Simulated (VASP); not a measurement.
VASP ran on this input.

INCAR:
```
SYSTEM = KI
PREC = Accurate
ENCUT = 175
EDIFF = 1E-6
NELM = 100
ALGO = Normal
LREAL = .FALSE.
LASPH = .TRUE.
ISMEAR = 0
SIGMA = 0.05
GGA = PE
LMAXMIX = 4
LWAVE = .FALSE.
LCHARG = .FALSE.
ISIF = 2
```

### POSCAR
```
KI
1
    0.0000000000     3.6057000000     3.6057000000
    3.6057000000     0.0000000000     3.6057000000
    3.6057000000     3.6057000000     0.0000000000
K I
1 1
Direct
  0.0000000000   0.0000000000   0.0000000000
  0.5000000000   0.5000000000   0.5000000000
```

**KPOINTS**
```
Automatic mesh
0
Gamma
6 6 6
0 0 0
```

POTCAR, in this order: K_sv I (PBE.64 set). Program: vasp_std.

Question: Write an equivalent input for Ansatz.

Answer: One equivalent input (not run):
Ansatz 0.2 input:
```yaml
crystal:
  lattice:
    - [0.0000000, 3.6057000, 3.6057000]
    - [3.6057000, 0.0000000, 3.6057000]
    - [3.6057000, 3.6057000, 0.0000000]
  atoms:
    - { symbol: K, position: [0.0000000, 0.0000000, 0.0000000] }
    - { symbol: I, position: [0.5000000, 0.5000000, 0.5000000] }
kpoints:
  mp_grid: { grid: [6, 6, 6] }
hamiltonian:
  xc: pbe
  pseudopotentials: { kind: paw }
scf:
  occupations: { method: gaussian, width: 0.05 }
  max_iter: 100
output: { forces: true, stress: true, eigenvalues: true }
```
The two are equivalent in intent, not identical: each code has its own PAW files, so the cut-off isn't converted (ENCUT is set for VASP's; basis.ecutwfc is left out, and Ansatz then takes the one that its files recommend); Ansatz stops its SCF on the density residual and VASP on the energy change (EDIFF).

The compound is KI in the rock salt structure. The cell was not relaxed at this level. The run is one of a series of settings (ENCUT = 175 against the base run), some of them coarse on purpose.
